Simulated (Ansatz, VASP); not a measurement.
# Cross-check of Ga2O3 (partly crystallised Ga2O3) between VASP and Ansatz

One calculation is typed for both programs; each brings its own data sets. How far apart do they land? The cell is taken from a series of runs on this material, whose earlier steps may have relaxed, scaled, displaced or heated it; both programs get it as it stands.

Program: Ansatz 0.2.0. Level of theory: plane waves, with VASP 6.6.1 beside it; single point at PBE. Results are calculated unless marked as measured.

### Step 1. The starting structure

The cell holds 80 atoms: 32 Ga and 48 O. Its edges and angles: a = 9.332 Å, b = 9.332 Å, c = 9.332 Å, α = 90.0°, β = 90.0°, γ = 90.0°. As first built, before any earlier steps moved the atoms (in the runner's words): 80 atoms (32 Fe, 48 O) placed at random at 4.44 g/cm^3, melted at 5000 K for 10 ps at fixed volume with the Morse and Coulomb pair potential with partial charges (Pedone, Malavasi, Menziani, Cormack and Segre, J. Phys. Chem. B 110, 11780 (2006)). Quenched from 5000 K to 300 K at 20 K/ps and fixed volume, held 10 ps at zero pressure, then minimised at fixed cell. Then Fe was replaced by Ga and the cell scaled by 1.003 (the potential has no terms for the new elements, so the cell is a start for a DFT relaxation).

### Step 2. Ansatz: single point, PBE

Ansatz runs on its default PAW (the set named soft_2) files.

A single point gives forces, pressure and levels at one fixed geometry, so differences don't come from the geometry; what else differs is listed under the comparison.

Input file input.yaml:

```yaml
crystal:
  lattice:
    - [9.33167, 0.0, 0.0]
    - [0.0, 9.33167, 0.0]
    - [0.0, 0.0, 9.33167]
  atoms:
    - { symbol: Ga, position: [0.13748, 0.86501, 0.40975] }
    - { symbol: Ga, position: [0.06631, 0.56324, 0.93424] }
    - { symbol: Ga, position: [0.85909, 0.32859, 0.43112] }
    - { symbol: Ga, position: [0.85788, 0.05538, 0.27405] }
    - { symbol: Ga, position: [0.34803, 0.57508, 0.7865] }
    - { symbol: Ga, position: [0.14426, 0.28698, 0.42766] }
    - { symbol: Ga, position: [0.50983, 0.94446, 0.92703] }
    - { symbol: Ga, position: [0.87023, 0.05849, 0.60612] }
    - { symbol: Ga, position: [0.54602, 0.82348, 0.59827] }
    - { symbol: Ga, position: [0.56055, 0.81958, 0.28296] }
    - { symbol: Ga, position: [0.10062, 0.2761, 0.77058] }
    - { symbol: Ga, position: [0.83631, 0.78104, 0.43892] }
    - { symbol: Ga, position: [0.6021, 0.5342, 0.59944] }
    - { symbol: Ga, position: [0.13323, 0.05579, 0.06399] }
    - { symbol: Ga, position: [0.59382, 0.25511, 0.09038] }
    - { symbol: Ga, position: [0.35086, 0.04762, 0.59402] }
    - { symbol: Ga, position: [0.57478, 0.23732, 0.45238] }
    - { symbol: Ga, position: [0.61097, 0.57269, 0.95112] }
    - { symbol: Ga, position: [0.83325, 0.78155, 0.77265] }
    - { symbol: Ga, position: [0.32154, 0.77722, 0.09901] }
    - { symbol: Ga, position: [0.16787, 0.88239, 0.77644] }
    - { symbol: Ga, position: [0.07029, 0.56659, 0.60478] }
    - { symbol: Ga, position: [0.33833, 0.55108, 0.43864] }
    - { symbol: Ga, position: [0.8872, 0.31664, 0.10635] }
    - { symbol: Ga, position: [0.59147, 0.52434, 0.26253] }
    - { symbol: Ga, position: [0.83676, 0.78638, 0.10678] }
    - { symbol: Ga, position: [0.78607, 0.36693, 0.7747] }
    - { symbol: Ga, position: [0.27746, 0.39624, 0.10149] }
    - { symbol: Ga, position: [0.36914, 0.06641, 0.25836] }
    - { symbol: Ga, position: [0.8469, 0.05444, 0.92847] }
    - { symbol: Ga, position: [0.41527, 0.25793, 0.79932] }
    - { symbol: Ga, position: [0.07962, 0.56724, 0.26424] }
    - { symbol: O, position: [0.99303, 0.21568, 0.27811] }
    - { symbol: O, position: [0.9427, 0.71017, 0.2718] }
    - { symbol: O, position: [0.49331, 0.19215, 0.62144] }
    - { symbol: O, position: [0.92911, 0.70387, 0.60225] }
    - { symbol: O, position: [0.20618, 0.90775, 0.5879] }
    - { symbol: O, position: [0.26987, 0.19087, 0.1152] }
    - { symbol: O, position: [0.50836, 0.43436, 0.43442] }
    - { symbol: O, position: [0.7137, 0.89446, 0.92888] }
    - { symbol: O, position: [0.2351, 0.42604, 0.60315] }
    - { symbol: O, position: [0.52494, 0.18957, 0.26699] }
    - { symbol: O, position: [0.97042, 0.94954, 0.78032] }
    - { symbol: O, position: [0.20063, 0.62675, 0.08916] }
    - { symbol: O, position: [0.42262, 0.66946, 0.27576] }
    - { symbol: O, position: [0.9164, 0.6934, 0.94312] }
    - { symbol: O, position: [0.23781, 0.9148, 0.95751] }
    - { symbol: O, position: [0.44855, 0.92178, 0.73892] }
    - { symbol: O, position: [0.0218, 0.44905, 0.10186] }
    - { symbol: O, position: [0.01152, 0.19948, 0.94967] }
    - { symbol: O, position: [0.16798, 0.66957, 0.77695] }
    - { symbol: O, position: [0.95804, 0.95866, 0.09619] }
    - { symbol: O, position: [0.27628, 0.14358, 0.42718] }
    - { symbol: O, position: [0.9614, 0.95527, 0.43532] }
    - { symbol: O, position: [0.74925, 0.39175, 0.26426] }
    - { symbol: O, position: [0.68389, 0.64186, 0.75888] }
    - { symbol: O, position: [0.51322, 0.43742, 0.783] }
    - { symbol: O, position: [0.47069, 0.93104, 0.43525] }
    - { symbol: O, position: [0.42797, 0.65132, 0.60734] }
    - { symbol: O, position: [0.51368, 0.15429, 0.9377] }
    - { symbol: O, position: [0.24703, 0.14282, 0.75927] }
    - { symbol: O, position: [0.24907, 0.4084, 0.89255] }
    - { symbol: O, position: [0.78769, 0.16826, 0.76954] }
    - { symbol: O, position: [0.67003, 0.6622, 0.13002] }
    - { symbol: O, position: [0.6564, 0.67641, 0.44007] }
    - { symbol: O, position: [0.7381, 0.89652, 0.27575] }
    - { symbol: O, position: [0.75948, 0.15157, 0.44164] }
    - { symbol: O, position: [0.97977, 0.44664, 0.77276] }
    - { symbol: O, position: [0.48582, 0.43345, 0.09471] }
    - { symbol: O, position: [0.73198, 0.89777, 0.61138] }
    - { symbol: O, position: [0.2422, 0.42358, 0.30033] }
    - { symbol: O, position: [0.768, 0.15042, 0.10091] }
    - { symbol: O, position: [0.00957, 0.22081, 0.58424] }
    - { symbol: O, position: [0.21716, 0.92037, 0.23841] }
    - { symbol: O, position: [0.4418, 0.69374, 0.93321] }
    - { symbol: O, position: [0.74468, 0.39951, 0.58213] }
    - { symbol: O, position: [0.74214, 0.40175, 0.96742] }
    - { symbol: O, position: [0.47383, 0.92188, 0.12922] }
    - { symbol: O, position: [0.17519, 0.66906, 0.43312] }
    - { symbol: O, position: [0.00065, 0.46107, 0.43326] }
kpoints:
  mp_grid: { grid: [1, 1, 1] }
hamiltonian:
  xc: pbe
scf:
  occupations: { method: gaussian, width: 0.025 }
output:
  forces: true
  stress: true
  populations: true
  dos:
    method: { smearing: { sigma: 0.08 } }
    de: 0.1
    projected: { site_lists: { Ga: [Ga], O: [O] } }
  eigenvalues: true
  write_density: true
  write_potential: true
  volumetric_format: npy
```

The run is started by

```
> ansatz run input.yaml --threads 4 --pin off --max-ram 8192MiB --backend cpu --events-out ev --progress --plain --runs-dir out
```

Numbers of over 12 decimals in the logs are rounded to 6 here.

What it wrote:

```text
Engine: ansatz 0.2.0, x86_64-unknown-linux-gnu
Pseudopotentials: kind: paw
Pseudopotential: Ga, paw, valence charge 13, recommended cutoff 420 eV (normal), Ga.paw.azcp
Pseudopotential: O, paw, valence charge 6, recommended cutoff 420 eV (normal), O.paw.azcp
Functional definition: PBE
  parameter kappa = 0.804
  parameter beta = 0.066725
  exchange = pbe_x(kappa = kappa, mu = beta*pi^2/3)
  correlation = pbe_c(beta = beta)
Crystal: 80 atoms, lattice volume = 812.602 Å³
Basis set: ecut = 420 eV, 15895 PW (Γ), exchange–correlation on 128×128×128 points (8 copies of the dense FFT grid, shifted against one another)
Bands: 432, of which v1, the nominal top of the filled ones, is band 352 counted from 1 (351 counted from 0)
Symmetry: 1 space group operations
Space group: P1 (ITA 1), of the structure as read, at distance tolerance 9.3e-5 Å
k-points: 1
Non-local potential: Ga, projectors of the file, l = 0: 2, l = 1: 2, l = 2: 3, l = 3: 1
Non-local potential: O, projectors of the file, l = 0: 2, l = 1: 2, l = 2: 1
PAW form: soft (Blöchl's): semilocal exchange-correlation on the pseudo side does not see the compensation charge
PAW one-centre angular grid: Ga, 590 points (default); XC on 64 Gauss nodes
PAW one-centre angular grid: O, 110 points (default); XC on 64 Gauss nodes
Initial density: superposition of atomic densities (neutral atoms: chi_scale 0, normalization atom), corrected by the library's trained network
Initial wavefunctions: pseudopotential atomic-orbital guess
Functional: x = pbe(κ = 0.804, μ = 0.219515), c = pbe(β = 0.066725)
SCF iter   1: F=—  HF=-148310.893636 eV  |F-HF|=—  |Δ(HF+E_count)|=         —  Δρ=2.53e-3  dr2=5.17e-2  ethr=1.77e-3  ⟨swp⟩=6.0  Hψ=1603  notcnv=0
preconditioner: auto → Resta (q_TF=auto, 2.664 Å⁻¹)  ε∞=4.8  [insulator: Δε(μ)=2.136 eV  Ē_g=17.773 eV  σ=0.025 eV  W_gap=1.00  n_scr=250 (ndim 8)  ℏωp=34.6 eV  f_vac=0.025  D(μ)=0.00/eV (n_scr^D=0)  ε∞_Penn≈4.8]
SCF iter   2: F=—  HF=-148310.886708 eV  |F-HF|=—  |Δ(HF+E_count)|=   6.93e-3  Δρ=1.26e-3  dr2=9.65e-3  ethr=7.34e-6  ⟨swp⟩=2.0  Hψ=857  notcnv=0  defer=72
SCF iter   3: F=—  HF=-148310.887914 eV  |F-HF|=—  |Δ(HF+E_count)|=   1.21e-3  Δρ=4.96e-4  dr2=2.58e-3  ethr=1.37e-6  ⟨swp⟩=2.0  Hψ=503  notcnv=0  defer=72
SCF iter   4: F=—  HF=-148310.887982 eV  |F-HF|=—  |Δ(HF+E_count)|=   6.80e-5  Δρ=1.66e-4  dr2=1.85e-4  ethr=3.66e-7  ⟨swp⟩=2.0  Hψ=504  notcnv=0  defer=72
SCF iter   5: F=—  HF=-148310.887992 eV  |F-HF|=—  |Δ(HF+E_count)|=   1.03e-5  Δρ=7.40e-5  dr2=3.77e-5  ethr=2.63e-8  ⟨swp⟩=3.0  Hψ=696  notcnv=0  defer=72
SCF iter   6: F=—  HF=-148310.889382 eV  |F-HF|=—  |Δ(HF+E_count)|=   1.39e-3  Δρ=2.77e-5  dr2=5.71e-6  ethr=5.36e-9  ⟨swp⟩=2.0  Hψ=671  notcnv=0  defer=72
SCF iter   7: F=—  HF=-148310.889382 eV  |F-HF|=—  |Δ(HF+E_count)|=   8.44e-8  Δρ=9.28e-6  dr2=6.93e-7  ethr=8.11e-10  ⟨swp⟩=2.0  Hψ=703  notcnv=0  defer=72
SCF iter   8: F=-148310.889382 eV  HF=-148310.889382 eV  |F-HF|=1.18e-8  |Δ(HF+E_count)|=   3.61e-7  Δρ=3.44e-6  dr2=9.99e-8  ethr=1.42e-11  ⟨swp⟩=14.0  Hψ=3610  notcnv=0
SCF 1 converged in 8 iterations: F = -148310.889382 eV  dr2 = 9.99e-8
  greatest PAW one-centre occupation: 0.998 electrons in one spin orbital (limit 2), on the Ga atom at site 12 (counted from 0), in its partial waves of l = 2
SCF converged after 8 iterations
Free energy (F): -148310.889382 eV
Harris-Foulkes:  -148310.889382 eV  (|F-HF|=1.18e-8)
Internal energy: -148310.889382 eV  (E = F + TS)
E sigma→0 (E₀):  -148310.889382 eV
Fermi energy:    9.837087 eV
--- Per-component energies (eV) ---
  E_band       = -455.402694
  E_kinetic    = 12170.963855
  E_local      = -71292.541508  (includes V_loc(G=0)·N_el)
  E_nonlocal   = 16182.693166
  E_hartree    = 32115.702497
  E_xc         = -5699.688010
  E_vxc        = -6323.372865  (∫ρ·V_xc dr)
  E_paw        = -71559.707118  (= ΣΔE_a)
  E_vpaw       = -15424.654279  (= ΣTr[D̂ρ^β])
  E_aug_tail   = 0.114840  (compensation charges beyond the density's cutoff)
  E_ewald      = -60228.427103
  E_smearing   = -0.000000  (= −TS)
  E_closure    = -0.000000  (closes the sum)
  Σ components = -148310.889382   (vs F -148310.889382, Δ=0.00e0)
--- Forces (eV/Å), atoms counted from 1 ---
  atom   1  Ga     0.10189347    -0.01483528     0.03765464
  atom   2  Ga    -0.35461355     0.27030450     0.18924218
  atom   3  Ga    -0.04602014     0.23204292    -0.59075767
  atom   4  Ga     0.74869447     0.61310555    -0.13278965
  atom   5  Ga     0.31884154    -0.22785541     0.18488984
  atom   6  Ga    -0.34283013     0.07840021     0.41279860
  atom   7  Ga     0.87529966     0.23680265    -0.47739734
  atom   8  Ga     0.18122751     0.55865195     0.57666703
  atom   9  Ga     0.14552000     0.21593308    -0.62066779
  atom  10  Ga    -0.64383085    -0.49796904     0.91878982
  atom  11  Ga    -0.41441320     0.00598831    -0.07849724
[...]
atom  33  O     -0.59240241     0.02662524     0.06417179
  atom  34  O     -0.30310201     0.41915612    -0.13361721
  atom  35  O     -0.14298882    -0.48882855     0.07532088
  atom  36  O      0.10932562     0.02927940     0.24309413
  atom  37  O      0.54301300     0.23789680     0.41884544
  atom  38  O      0.05641765    -0.55090424     0.35427087
  atom  39  O      0.26510884     0.01294985    -0.09733410
  atom  40  O      0.11119961     0.18416537     0.25463456
  atom  41  O     -0.42914607     0.90020970    -0.65151046
  atom  42  O     -0.16037281    -0.44914660     0.07280235
  atom  43  O     -0.24788542    -0.28213734    -0.43569353
  atom  44  O     -0.68411193    -0.98724564     0.36965458
  atom  45  O      0.29514041    -0.25127224    -0.15955064
[...]
atom  73  O     -0.05709852    -0.28132274     0.06164343
  atom  74  O      0.41417937     0.12015104    -0.46271509
  atom  75  O     -0.03836621     0.09805133     0.03286902
  atom  76  O     -0.28313205    -0.14020685     0.73227006
  atom  77  O     -0.46412784     0.16510903    -0.31631101
  atom  78  O     -0.49544820     0.07046573    -0.53050234
  atom  79  O     -0.50582249     0.03310247    -0.14407652
  atom  80  O      0.70849042     0.19091114    -0.13213766
  max |Σ_I F_I| component: 3.19e-5 eV/Å
--- Stress (GPa, compression-positive) ---
       10.095409       1.442301       0.569427
        1.442301       7.053861       0.494106
        0.569427       0.494106       1.930313
  P = ⅓ Tr σ = 6.3599 GPa (63.599 kbar)
--- Band table (eV) ---
  k-point 0: bands = [... 348 lower, 8.5203, 8.5919, 8.6929, 8.7781, 10.8961, 13.5104, 13.5940, 13.7810, ... 76 higher]
--- Löwdin populations: 80 sites ---
  site symbol       q [e]
     0     Ga     11.9089
     1     Ga     11.9737
     2     Ga     11.9831
     3     Ga     11.9690
     4     Ga     11.9863
     5     Ga     11.9703
     6     Ga     11.9319
     7     Ga     11.9715
     8     Ga     11.9542
     9     Ga     11.9714
    10     Ga     11.9847
    11     Ga     11.9767
    12     Ga     11.9813
    13     Ga     11.9636
    14     Ga     11.9570
    15     Ga     11.9725
    16     Ga     11.9102
    17     Ga     11.9840
    18     Ga     11.9935
    19     Ga     11.9787
    20     Ga     11.9241
    21     Ga     11.9918
    22     Ga     11.9785
    23     Ga     11.9796
[...]
72      O      6.6533
    73      O      6.6328
    74      O      6.6483
    75      O      6.6397
    76      O      6.6305
    77      O      6.6187
    78      O      6.6349
    79      O      6.6325
  spilling = 0.003099 (of n_electrons = 704.000000)
```

Reading the cycles: dr2 is the Hartree energy of the density residual (eV), the measure of convergence; HF is the Harris–Foulkes estimate of the energy, which meets the free energy F at convergence.

(Continued in part 2 of 2.)

[Lines on the potential files, build, host, timing and source positions are cut from VASP's logs without a mark.]

[Logs are printed without paths, hosts, clocks, repeated set-up lines and the standing remarks that a program may print on its own settings, such as how far it seeks lower states.]

[Hosts, paths, dates, database ids (printed as entryN), source tags and the programs' standing remarks are cut or masked in the printed files.]
